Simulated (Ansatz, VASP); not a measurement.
# Two plane-wave programs on ZrOs

File INCAR:

```
ALGO = Fast
EDIFF = 1E-6
EDIFFG = -0.005
ENCUT = 600
GGA = CA
IBRION = 2
ISIF = 3
ISMEAR = 0
LASPH = True
LCHARG = False
LREAL = False
LWAVE = False
NELM = 60
NSW = 100
PREC = Accurate
SIGMA = 0.1
```

File KPOINTS:

```
k-points
0
Gamma
  14 14 14
```

File POSCAR:

```
ZrOs
1.0
    3.2630000000      0.0000000000      0.0000000000
    0.0000000000      3.2630000000      0.0000000000
    0.0000000000      0.0000000000      3.2630000000
Zr Os
1 1
Direct
    0.5000000000      0.5000000000      0.5000000000
    0.0000000000      0.0000000000      0.0000000000
```

Input for Ansatz:

```yaml
crystal:
  lattice:
    - [3.263, 0.0, 0.0]
    - [0.0, 3.263, 0.0]
    - [0.0, 0.0, 3.263]
  atoms:
    - { symbol: Zr, position: [0.5, 0.5, 0.5] }
    - { symbol: Os, position: [0.0, 0.0, 0.0] }
basis:
  ecutwfc: 420
kpoints:
  mp_grid: { grid: [14, 14, 14] }
hamiltonian:
  xc: lda
scf:
  occupations: { method: gaussian, width: 0.1 }
output:
  forces: true
  stress: true
  eigenvalues: true
relax:
  adjacent_minimum: "off"
  f_tol: 0.005
  max_steps: 80
  cell: { stress_tol: 0.05 }
```

Alike in both runs: task relaxation of cell and atoms; functional LDA; k mesh 14 × 14 × 14; occupations gaussian, width 0.1 eV; no spin polarisation.

```csv
,VASP,Ansatz
version,VASP 6.6.1,Ansatz 0.2.0
potentials or method,"VASP PAW LDA potentials, release 64 (Zr_sv, Os)","scalar-relativistic, plane waves, PAW"
plane-wave cutoff (eV),600,420
valence electrons in the cell,20,28
```

```tsv
	VASP	Ansatz	Ansatz less VASP
gap on the k mesh at the Fermi level, each at its own relaxed structure (eV)	none	none	-
relaxed volume (Å³/atom)	16.84	16.80	-0.038
relaxed cell length with the largest relative difference (Å)	3.229	3.227	-0.0024
energy change over the relaxation (meV/atom)	-12	-14	-1.5
```

A gap of «none» marks a metal or a gap that the smearing closes. The two sets of potentials don't hold the same shells in valence.

Spin-orbit coupling is left out, which matters for the levels of Os. LDA usually gives volumes a few per cent too small. Zero-point motion and thermal expansion aren't in these numbers.
